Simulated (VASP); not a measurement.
```
CELL_PARAMETERS angstrom
      0.00000     3.26809     3.26809
      3.26809     0.00000     3.26809
      3.26809     3.26809     0.00000
ATOMIC_POSITIONS crystal
  Sr 0.00000 0.00000 0.00000
  Te 0.50000 0.50000 0.50000
```

Calculation: LDA (Ceperley-Alder, Perdew-Zunger), VASP's LDA PAW potentials (set 64) (plane waves; VASP). Numerical set-up: 520 eV cut-off, Gaussian smearing of 0.050 eV, potentials Sr_sv Te.

Unless said otherwise, spin-orbit coupling is left out, though it shifts the bands of the heavy elements here.

### Question
Give the energies of bands 6 to 11 at the high-symmetry points, in eV from the valence-band maximum.

### Answer

```csv
band,Γ,X,U,L,W
6,0.00,-2.11,-1.92,-3.10,-1.70
7,0.00,-0.79,-1.92,-1.26,-1.70
8,0.00,-0.79,-1.05,-1.26,-1.68
9,2.90,1.42,2.61,3.83,3.81
10,3.08,3.90,4.97,5.11,3.81
11,3.08,4.80,5.52,5.28,4.47
```

The gap is indirect, 1.42 eV, from the valence maximum at Γ to the conduction minimum at X.

The compound is SrTe in the rock salt structure. It was relaxed first, which changed the volume by -5 %.
